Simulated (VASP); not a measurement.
Output of a VASP run:

**OUTCAR**
```
 ion  position               nearest neighbor table
   1  0.000  0.000  0.000-   2 2.69   3 2.69   3 2.69   2 2.69   3 2.69   2 2.69
   2  0.333  0.667  0.290-   1 2.69   1 2.69   1 2.69
   3  0.667  0.333  0.710-   1 2.69   1 2.69   1 2.69
  LATTYP: Found a hexagonal cell.
 ALAT       =     3.7690286859
 C/A-ratio  =     1.4379342537
 Subroutine PRICEL returns:
 Original cell was already a primitive cell.
 Subroutine GETGRP returns: Found 12 space group operations
The static configuration has the point symmetry D_3d.
The dynamic configuration has the point symmetry D_3d.
 Subroutine INISYM returns: Found 12 space group operations
 Subroutine IBZKPT returns following result:
 Found     62 irreducible k-points:

 Following reciprocal coordinates:
            Coordinates               Weight
  0.000000  0.000000  0.000000      1.000000
  0.111111  0.000000  0.000000      6.000000
  0.222222  0.000000  0.000000      6.000000
  0.333333  0.000000  0.000000      6.000000
  0.444444  0.000000  0.000000      6.000000
  0.111111  0.111111  0.000000      6.000000
  0.222222  0.111111  0.000000     12.000000
  0.333333  0.111111  0.000000     12.000000
  0.444444  0.111111  0.000000      6.000000
  0.222222  0.222222  0.000000      6.000000
  0.333333  0.222222  0.000000     12.000000
  0.333333  0.333333  0.000000      2.000000
  0.000000  0.000000  0.166667      2.000000
  0.111111  0.000000  0.166667      6.000000
  0.000000  0.111111  0.166667      6.000000
  0.222222  0.000000  0.166667      6.000000
  0.000000  0.222222  0.166667      6.000000
  0.333333  0.000000  0.166667      6.000000
  0.000000  0.333333  0.166667      6.000000
  0.444444  0.000000  0.166667      6.000000
  0.000000  0.444444  0.166667      6.000000
  0.111111  0.111111  0.166667     12.000000
  0.222222  0.111111  0.166667     12.000000
 -0.111111  0.333333  0.166667     12.000000
  0.333333  0.111111  0.166667     12.000000
 -0.111111  0.444444  0.166667     12.000000
  0.444444  0.111111  0.166667     12.000000
  0.222222  0.222222  0.166667     12.000000
  0.333333  0.222222  0.166667     12.000000
 -0.222222 -0.444444  0.166667     12.000000
  0.333333  0.333333  0.166667      4.000000
  0.000000  0.000000  0.333333      2.000000
  0.111111  0.000000  0.333333      6.000000
  0.000000  0.111111  0.333333      6.000000
  0.222222  0.000000  0.333333      6.000000
  0.000000  0.222222  0.333333      6.000000
  0.333333  0.000000  0.333333      6.000000
  0.000000  0.333333  0.333333      6.000000
  0.444444  0.000000  0.333333      6.000000
  0.000000  0.444444  0.333333      6.000000
   k-points           NKPTS =     62   k-points in BZ     NKDIM =     62   number of bands    NBANDS=     17
   number of dos      NEDOS =    301   number of ions     NIONS =      3
   total plane-waves  NPLWV =  31360
   dimension x,y,z NGX =    28 NGY =   28 NGZ =   40
   dimension x,y,z NGXF=    56 NGYF=   56 NGZF=   80
   ions per type =               1   2
   PREC   = accura    normal or accurate (medium, high low for compatibility)
   ISTART =      0    job   : 0-new  1-cont  2-samecut
   ICHARG =      2    charge: 1-file 2-atom 10-const
   ISPIN  =      1    spin polarized calculation?
   LNONCOLLINEAR =      F non collinear calculations
   LSORBIT =      F    spin-orbit coupling
   INIWAV =      1    electr: 0-lowe 1-rand  2-diag
   ENCUT  =  500.0 eV  36.75 Ry    6.06 a.u.   6.87  6.87  9.88*2*pi/ulx,y,z
   NELM   =    100;   NELMIN=  2; NELMDL= -5     # of ELM steps
   EDIFF  = 0.1E-05   stopping-criterion for ELM
   LREAL  =      F    real-space projection
   NLSPLINE    = F    spline interpolate recip. space projectors
   LMAXMIX     =    4 max onsite mixed and CHGCAR
   VOSKOWN=      0    Vosko Wilk Nusair interpolation
   EDIFFG = -.2E-01   stopping-criterion for IOM
   NSW    =     40    number of steps for IOM
...
```

**OSZICAR**
```
...
       N       E                     dE             d eps       ncg     rms          rms(c)
DAV:   1    -0.135342232458E+02   -0.34639E-02   -0.21375E-01  2156   0.323E+00    0.335E-01
DAV:   2    -0.135329382774E+02    0.12850E-02   -0.13493E-02  2488   0.126E+00    0.190E-01
DAV:   3    -0.135320522010E+02    0.88608E-03   -0.12661E-03  2958   0.510E-01    0.752E-02
DAV:   4    -0.135319447170E+02    0.10748E-03   -0.29686E-04  2992   0.229E-01    0.199E-02
DAV:   5    -0.135319417628E+02    0.29542E-05   -0.36435E-05  3367   0.619E-02    0.788E-03
DAV:   6    -0.135319414902E+02    0.27259E-06   -0.32796E-06  2207   0.154E-02
   7 F= -.95997906E+01 E0= -.95997434E+01  d E =-.188267E-02
       N       E                     dE             d eps       ncg     rms          rms(c)
DAV:   1    -0.135513963959E+02   -0.19455E-01   -0.19210E+00  2139   0.969E+00    0.101E+00
DAV:   2    -0.135403588747E+02    0.11038E-01   -0.12067E-01  2520   0.329E+00    0.574E-01
DAV:   3    -0.135322451835E+02    0.81137E-02   -0.11297E-02  2713   0.117E+00    0.221E-01
DAV:   4    -0.135312949322E+02    0.95025E-03   -0.22991E-03  2873   0.656E-01    0.616E-02
DAV:   5    -0.135312689277E+02    0.26005E-04   -0.33043E-04  3223   0.185E-01    0.253E-02
DAV:   6    -0.135312663522E+02    0.25755E-05   -0.31377E-05  2364   0.509E-02    0.687E-03
DAV:   7    -0.135312663671E+02   -0.14857E-07   -0.27140E-06  2218   0.226E-02
   8 F= -.96019083E+01 E0= -.96019596E+01  d E =-.400034E-02
       N       E                     dE             d eps       ncg     rms          rms(c)
DAV:   1    -0.135322521215E+02   -0.98577E-03   -0.43481E-02  2155   0.146E+00    0.151E-01
DAV:   2    -0.135320057706E+02    0.24635E-03   -0.26653E-03  2508   0.602E-01    0.871E-02
DAV:   3    -0.135318218410E+02    0.18393E-03   -0.24601E-04  2940   0.237E-01    0.335E-02
DAV:   4    -0.135318007247E+02    0.21116E-04   -0.60334E-05  3006   0.101E-01    0.830E-03
DAV:   5    -0.135318003589E+02    0.36574E-06   -0.76557E-06  3113   0.261E-02
   9 F= -.96019561E+01 E0= -.96020157E+01  d E =-.404818E-02
       N       E                     dE             d eps       ncg     rms          rms(c)
DAV:   1    -0.135114853891E+02    0.20315E-01   -0.31850E-01  2746   0.883E+00    0.643E-01
DAV:   2    -0.135022592288E+02    0.92262E-02   -0.23351E-02  2685   0.263E+00    0.300E-01
DAV:   3    -0.134993980879E+02    0.28611E-02   -0.74809E-03  2714   0.147E+00    0.619E-02
DAV:   4    -0.134993311424E+02    0.66945E-04   -0.46891E-04  2306   0.219E-01    0.307E-02
DAV:   5    -0.134992999862E+02    0.31156E-04   -0.40486E-05  3122   0.800E-02    0.774E-03
DAV:   6    -0.134992993332E+02    0.65300E-06   -0.43459E-06  2198   0.186E-02
  10 F= -.96010374E+01 E0= -.96011286E+01  d E =0.918712E-03
       N       E                     dE             d eps       ncg     rms          rms(c)
DAV:   1    -0.135300647296E+02   -0.30765E-01   -0.17358E-01  2752   0.664E+00    0.470E-01
DAV:   2    -0.135251152074E+02    0.49495E-02   -0.12539E-02  2684   0.191E+00    0.221E-01
DAV:   3    -0.135235648267E+02    0.15504E-02   -0.41234E-03  2705   0.108E+00    0.449E-02
DAV:   4    -0.135235306403E+02    0.34186E-04   -0.26126E-04  2289   0.164E-01    0.223E-02
DAV:   5    -0.135235133841E+02    0.17256E-04   -0.21878E-05  3110   0.590E-02    0.577E-03
DAV:   6    -0.135235129805E+02    0.40358E-06   -0.22895E-06  1752   0.140E-02
  11 F= -.96020967E+01 E0= -.96021629E+01  d E =-.140552E-03
```

OUTCAR:
```
------------------------ aborting loop because EDIFF is reached ----------------------------------------
  FORCE on cell =-STRESS in cart. coord.  units (eV):
  Direction    XX          YY          ZZ          XY          YZ          ZX
  --------------------------------------------------------------------------------------
  Total        3.9523491      3.9523541      3.9118051      0.0000000      0.0000000      0.0000000
  in kB      100.7888170    100.7889450     99.7549046      0.0000000      0.0000000      0.0000000
  external PRESSURE =       0.4442222 kB  Pullay stress =     100.0000000 kB
  volume of cell :       62.83
      direct lattice vectors                 reciprocal lattice vectors
     1.856180851 -3.215001584 -0.000000000     0.269370304 -0.155520919  0.000000000
     1.856180851  3.215001584  0.000000000     0.269370304  0.155520919 -0.000000000
    -0.000000000  0.000000000  5.264074896     0.000000000 -0.000000000  0.189966902
 POSITION                                       TOTAL-FORCE (eV/Angst)
 -----------------------------------------------------------------------------------
     -0.00000      0.00000      5.26407        -0.000000     -0.000000      0.000000
      1.85618      1.07167      1.58104         0.000000     -0.000000     -0.011543
      1.85618     -1.07167      3.68304        -0.000000      0.000000      0.011543
 -----------------------------------------------------------------------------------
    total drift:                               -0.000000      0.000000      0.000000
  FREE ENERGIE OF THE ION-ELECTRON SYSTEM (eV)
  ---------------------------------------------------
  free  energy   TOTEN  =       -13.5235129805 eV

  energy  without entropy=      -13.5237117631  energy(sigma->0) =      -13.52357924
  enthalpy is  TOTEN    =        -9.6020966579 eV   P V=        3.9214163226

 reached required accuracy - stopping structural energy minimisation
```
(Selected blocks of OUTCAR.)

### POSCAR
```
SnSe2
1
    1.8845139533    -3.2640748145    -0.0000000000
    1.8845139533     3.2640748145     0.0000000000
   -0.0000000000    -0.0000000000     5.4196154504
Sn Se
1 2
Direct
  0.0000000000   0.0000000000   1.0000000000
  0.3333330000   0.6666670000   0.2903565655
  0.6666670000   0.3333330000   0.7096434345
```

Problem. Write an INCAR and KPOINTS that could have produced this output.

Solution. Several could match; the one computed here: the input of the run itself, LDA (Ceperley-Alder, Perdew-Zunger), plane waves, VASP's LDA PAW potentials (set 64).

### INCAR
```
LREAL  =  .False.
PREC  =  Accurate
ALGO  =  Normal   # blocked Davidson
SYSTEM  =  SnSe2
EDIFFG  =  -0.02   # ionic stop
ENCUT  =  500
PSTRESS  =  100   # kbar
NELM  =  100
ISIF  =  3   # ions, shape and volume
LASPH  =  .True.   # aspherical one-centre terms
NSW  =  40
IBRION  =  2   # conjugate gradients
SIGMA  =  0.1
EDIFF  =  1E-6   # SCF stop (eV)
LCHARG  =  .False.
ISMEAR  =  1   # Methfessel-Paxton
LWAVE  =  .False.
LMAXMIX  =  4   # l cut-off of mixed one-centre charges
```

File KPOINTS:
```
kpoints
0
G
 9 9 6
```

POTCAR, in this order: Sn_d Se (LDA.64 set). Program: vasp_std.

Energy and stress use the plane-wave basis of the starting cell.

The compound is SnSe2 in the 1T layered structure. This run relaxes it under an external pressure of 10 GPa. Symmetry was kept, so distortions that lower it aren't found.
